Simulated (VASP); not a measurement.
Method: revPBE GGA, VASP's PBE PAW potentials (set 64) (plane waves; VASP).

VASP input:

### INCAR
```
# general
SYSTEM =Zn
PREC   =Accurate
ENCUT  =520
LREAL  =F
LASPH  =T

# electronic loop
EDIFF  =1E-7
NELM   =100
ALGO   =Normal
LMAXMIX=4

# smearing
ISMEAR =1
SIGMA  =0.1

# functional
GGA    =RE

# ions
IBRION =2
NSW    =30
ISIF   =4
EDIFFG =-0.01

# output
LWAVE  =F
LCHARG =F
```

KPOINTS:
```
Automatic
0
G
15 15 8
```

File POSCAR:
```
Zn
1
    1.3796079739    -2.3895515623     0.0000000000
    1.3796079739     2.3895515623     0.0000000000
    0.0000000000     0.0000000000     5.0171942512
Zn
2
Direct
  0.3333330000   0.6666670000   0.2500000000
  0.6666670000   0.3333330000   0.7500000000
```

POTCAR, in this order: Zn (PBE.64 set). Program: vasp_std.

Q: What will the output report for the number of irreducible k-points (NKPTS), largest plane-wave count, number of space-group operations, FFT grid (NGX, NGY, NGZ)?

A: 
- number of irreducible k-points (NKPTS) = 135
- largest plane-wave count = 905
- number of space-group operations = 24
- FFT grid (NGX, NGY, NGZ) = 24 × 24 × 40

The compound is Zn in the hcp structure. This cell is one point of a volume scan, at 1.06 of the reference volume. Symmetry was kept, so distortions that lower it aren't found.
